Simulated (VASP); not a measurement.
Level of theory: r2SCAN meta-GGA, VASP's PBE PAW potentials (set 64) (plane waves; VASP).

The input files of a VASP run:

File KPOINTS:
```
Automatic mesh
0
Gamma
  5 5 7
```

INCAR:
```
SYSTEM  =  SiO2
PREC  =  Accurate; ENCUT  =  530; LREAL  =  .FALSE.
LASPH  =  .TRUE.
EDIFF  =  1E-6; NELM  =  100; ALGO  =  Normal
LMIXTAU  =  .TRUE.
ISMEAR  =  0; SIGMA  =  0.05
METAGGA  =  R2SCAN
IBRION  =  2; NSW  =  60; ISIF  =  3
EDIFFG  =  -0.02
LWAVE  =  .FALSE.; LCHARG  =  .FALSE.
```

File POSCAR:
```
SiO2
1
    4.1938923515     0.0000000000     0.0000000000
    0.0000000000     4.1938923515     0.0000000000
    0.0000000000     0.0000000000     2.6825157650
Si O
2 4
Direct
  1.0000000000   0.0000000000   0.0000000000
  0.5000000000   0.5000000000   0.5000000000
  0.3057129322   0.3057129322   0.0000000000
  0.8057129322   0.1942870678   0.5000000000
  0.1942870678   0.8057129322   0.5000000000
  0.6942870678   0.6942870678   0.0000000000
```

POTCAR, in this order: Si O (PBE.64 set). Program: vasp_std.

Output

OUTCAR:
```
 ion  position               nearest neighbor table
   1  0.000  0.000  0.000-   4 1.77   5 1.77   4 1.77   5 1.77   3 1.81   6 1.81
   2  0.500  0.500  0.500-   3 1.77   6 1.77   3 1.77   6 1.77   5 1.81   4 1.81
   3  0.306  0.306  0.000-   2 1.77   2 1.77   1 1.81
   4  0.806  0.194  0.500-   1 1.77   1 1.77   2 1.81
   5  0.194  0.806  0.500-   1 1.77   1 1.77   2 1.81
   6  0.694  0.694  0.000-   2 1.77   2 1.77   1 1.81
  LATTYP: Found a simple tetragonal cell.
 ALAT       =     4.1938923515
 C/A-ratio  =     0.6396243728
 Subroutine PRICEL returns:
 Original cell was already a primitive cell.
 Subroutine GETGRP returns: Found 16 space group operations
The static configuration has the point symmetry D_2h.
 The point group associated with its full space group is D_4h.
The dynamic configuration has the point symmetry D_2h.
 Subroutine INISYM returns: Found 16 space group operations
 Subroutine IBZKPT returns following result:
 Found     24 irreducible k-points:

 Following reciprocal coordinates:
            Coordinates               Weight
  0.000000  0.000000  0.000000      1.000000
  0.200000  0.000000  0.000000      4.000000
  0.400000  0.000000  0.000000      4.000000
  0.200000  0.200000  0.000000      4.000000
  0.400000  0.200000  0.000000      8.000000
  0.400000  0.400000  0.000000      4.000000
  0.000000  0.000000  0.142857      2.000000
  0.200000  0.000000  0.142857      8.000000
  0.400000  0.000000  0.142857      8.000000
  0.200000  0.200000  0.142857      8.000000
  0.400000  0.200000  0.142857     16.000000
  0.400000  0.400000  0.142857      8.000000
  0.000000  0.000000  0.285714      2.000000
  0.200000  0.000000  0.285714      8.000000
  0.400000  0.000000  0.285714      8.000000
  0.200000  0.200000  0.285714      8.000000
  0.400000  0.200000  0.285714     16.000000
  0.400000  0.400000  0.285714      8.000000
  0.000000  0.000000  0.428571      2.000000
  0.200000  0.000000  0.428571      8.000000
  0.400000  0.000000  0.428571      8.000000
  0.200000  0.200000  0.428571      8.000000
  0.400000  0.200000  0.428571     16.000000
  0.400000  0.400000  0.428571      8.000000
   k-points           NKPTS =     24   k-points in BZ     NKDIM =     24   number of bands    NBANDS=     20
   number of dos      NEDOS =    301   number of ions     NIONS =      6
   total plane-waves  NPLWV =  20480
   dimension x,y,z NGX =    32 NGY =   32 NGZ =   20
   dimension x,y,z NGXF=    64 NGYF=   64 NGZF=   40
   ions per type =               2   4
   PREC   = accura    normal or accurate (medium, high low for compatibility)
   ISTART =      0    job   : 0-new  1-cont  2-samecut
   ICHARG =      2    charge: 1-file 2-atom 10-const
   ISPIN  =      1    spin polarized calculation?
   LNONCOLLINEAR =      F non collinear calculations
   LSORBIT =      F    spin-orbit coupling
   INIWAV =      1    electr: 0-lowe 1-rand  2-diag
   ENCUT  =  530.0 eV  38.95 Ry    6.24 a.u.   7.87  7.87  5.04*2*pi/ulx,y,z
   NELM   =    100;   NELMIN=  2; NELMDL= -5     # of ELM steps
   EDIFF  = 0.1E-05   stopping-criterion for ELM
   LREAL  =      F    real-space projection
   NLSPLINE    = F    spline interpolate recip. space projectors
   LMAXMIX     =    2 max onsite mixed and CHGCAR
   VOSKOWN=      0    Vosko Wilk Nusair interpolation
   EDIFFG = -.2E-01   stopping-criterion for IOM
   NSW    =     60    number of steps for IOM
   NBLOCK =      1;   KBLOCK =     60    inner block; outer block
   IBRION =      2    ionic relax: 0-MD 1-quasi-New 2-CG
   NFREE  =      1    steps in history (QN), initial steepest desc. (CG)
   ISIF   =      3    stress and relaxation
   ISYM   =      2    0-nonsym 1-usesym 2-fastsym
   TEIN   =    0.0    initial temperature
   TEBEG  =    0.0;   TEEND  =   0.0 temperature during run
...
```

File OSZICAR:
```
       N       E                     dE             d eps       ncg     rms          rms(c)
DAV:   1     0.154580531568E+03    0.15458E+03   -0.19069E+04   960   0.162E+03
DAV:   2    -0.658394605438E+02   -0.22042E+03   -0.21453E+03  1312   0.338E+02
DAV:   3    -0.728303397686E+02   -0.69909E+01   -0.69736E+01  1148   0.649E+01
DAV:   4    -0.728791412682E+02   -0.48801E-01   -0.48758E-01  1136   0.622E+00
DAV:   5    -0.728796386556E+02   -0.49739E-03   -0.49734E-03  1108   0.622E-01    0.177E+01
DAV:   6    -0.599727837873E+02    0.12907E+02   -0.10607E+01  1084   0.217E+01    0.964E+00
DAV:   7    -0.584361318511E+02    0.15367E+01   -0.19662E+00  1040   0.138E+01    0.334E+00
DAV:   8    -0.614920130642E+02   -0.30559E+01   -0.12279E+00  1024   0.951E+00    0.192E+00
DAV:   9    -0.584227247971E+02    0.30693E+01   -0.94058E-01  1024   0.730E+00    0.656E-01
DAV:  10    -0.586372784831E+02   -0.21455E+00   -0.61829E-02  1116   0.265E+00    0.461E-01
DAV:  11    -0.587394666706E+02   -0.10219E+00   -0.25867E-02  1080   0.135E+00    0.173E-01
DAV:  12    -0.587833282941E+02   -0.43862E-01   -0.20284E-02  1032   0.179E+00    0.119E-01
DAV:  13    -0.587832566854E+02    0.71609E-04   -0.12581E-03  1056   0.411E-01    0.684E-02
DAV:  14    -0.587838627709E+02   -0.60609E-03   -0.88931E-04  1104   0.225E-01    0.266E-02
DAV:  15    -0.587838938199E+02   -0.31049E-04   -0.86716E-05  1080   0.992E-02    0.116E-02
DAV:  16    -0.587839180972E+02   -0.24277E-04   -0.11746E-05  1028   0.450E-02    0.806E-03
DAV:  17    -0.587839171418E+02    0.95545E-06   -0.31856E-06  1044   0.137E-02
   1 F= -.58783917E+02 E0= -.58783917E+02  d E =-.587839E+02
       N       E                     dE             d eps       ncg     rms          rms(c)
DAV:   1    -0.588437041912E+02   -0.59786E-01   -0.22638E+00  1080   0.140E+01    0.218E+00
DAV:   2    -0.587811654066E+02    0.62539E-01   -0.22462E-01  1088   0.382E+00    0.521E-01
DAV:   3    -0.587773053596E+02    0.38600E-02   -0.17101E-02  1048   0.105E+00    0.210E-01
DAV:   4    -0.587774538950E+02   -0.14854E-03   -0.12795E-03  1032   0.425E-01    0.101E-01
DAV:   5    -0.587772994171E+02    0.15448E-03   -0.66986E-04  1008   0.333E-01    0.306E-02
DAV:   6    -0.587774835351E+02   -0.18412E-03   -0.38332E-04   988   0.266E-01    0.211E-02
DAV:   7    -0.587776106037E+02   -0.12707E-03   -0.55821E-05  1040   0.866E-02    0.890E-03
DAV:   8    -0.587776360346E+02   -0.25431E-04   -0.13381E-05  1048   0.428E-02    0.152E-03
DAV:   9    -0.587776364820E+02   -0.44740E-06   -0.15631E-06   676   0.158E-02
   2 F= -.58777636E+02 E0= -.58777636E+02  d E =0.628066E-02
       N       E                     dE             d eps       ncg     rms          rms(c)
DAV:   1    -0.588122575857E+02   -0.34622E-01   -0.83632E-01  1080   0.843E+00    0.132E+00
DAV:   2    -0.587895044422E+02    0.22753E-01   -0.84740E-02  1080   0.234E+00    0.311E-01
DAV:   3    -0.587881111341E+02    0.13933E-02   -0.60793E-03  1056   0.625E-01    0.138E-01
DAV:   4    -0.587882232886E+02   -0.11215E-03   -0.43836E-04  1032   0.251E-01    0.697E-02
DAV:   5    -0.587880685413E+02    0.15475E-03   -0.25531E-04  1004   0.204E-01    0.197E-02
DAV:   6    -0.587882098659E+02   -0.14132E-03   -0.15148E-04   992   0.168E-01    0.127E-02
DAV:   7    -0.587882433747E+02   -0.33509E-04   -0.16940E-05  1068   0.466E-02    0.565E-03
DAV:   8    -0.587882517286E+02   -0.83539E-05   -0.44795E-06  1036   0.252E-02    0.101E-03
DAV:   9    -0.587882518760E+02   -0.14741E-06   -0.49765E-07   616   0.884E-03
   3 F= -.58788252E+02 E0= -.58788252E+02  d E =-.433473E-02
```

OUTCAR:
```
------------------------ aborting loop because EDIFF is reached ----------------------------------------
  FORCE on cell =-STRESS in cart. coord.  units (eV):
  Direction    XX          YY          ZZ          XY          YZ          ZX
  --------------------------------------------------------------------------------------
  Total        0.0025373      0.0025373     -0.0477187      0.0000000      0.0000000      0.0000000
  in kB        0.0868978      0.0868978     -1.6343003      0.0000000      0.0000000      0.0000000
  external PRESSURE =      -0.4868349 kB  Pullay stress =       0.0000000 kB
  volume of cell :       46.78
      direct lattice vectors                 reciprocal lattice vectors
     4.183192117  0.000000000  0.000000000     0.239051894  0.000000000  0.000000000
     0.000000000  4.183192117  0.000000000     0.000000000  0.239051894  0.000000000
     0.000000000  0.000000000  2.673326305     0.000000000  0.000000000  0.374065821
 POSITION                                       TOTAL-FORCE (eV/Angst)
 -----------------------------------------------------------------------------------
      0.00000      0.00000      0.00000        -0.000000      0.000000     -0.000000
      2.09160      2.09160      1.33666        -0.000000      0.000000     -0.000000
      1.28013      1.28013      0.00000        -0.010252     -0.010252      0.000000
      3.37173      0.81146      1.33666        -0.010252      0.010252     -0.000000
      0.81146      3.37173      1.33666         0.010252     -0.010252     -0.000000
      2.90306      2.90306      0.00000         0.010252      0.010252     -0.000000
 -----------------------------------------------------------------------------------
    total drift:                                0.000000      0.000000      0.000000
  FREE ENERGIE OF THE ION-ELECTRON SYSTEM (eV)
  ---------------------------------------------------
  free  energy   TOTEN  =       -58.7882518760 eV

  energy  without entropy=      -58.7882518760  energy(sigma->0) =      -58.78825188

 reached required accuracy - stopping structural energy minimisation
```
(Selected blocks of OUTCAR.)

### CONTCAR
```
SiO2
   1.00000000000000
     4.1831921166100328    0.0000000000000000    0.0000000000000000
     0.0000000000000000    4.1831921166100328    0.0000000000000000
     0.0000000000000000    0.0000000000000000    2.6733263045142266
  Si              O
     2     4
Direct
     0.0000000000000000    0.0000000000000000    0.0000000000000000
     0.5000000000000000    0.5000000000000000    0.5000000000000000
     0.3060178364204967    0.3060178364204967    0.0000000000000000
     0.8060178364204966    0.1939821635795033    0.5000000000000000
     0.1939821635795033    0.8060178364204966    0.5000000000000000
     0.6939821635795034    0.6939821635795034    0.0000000000000000
```

The compound is SiO2 in the rutile structure, stishovite, a high-pressure form. This run relaxes it. Symmetry was kept, so distortions that lower it aren't found. The start is the result of an earlier pass.
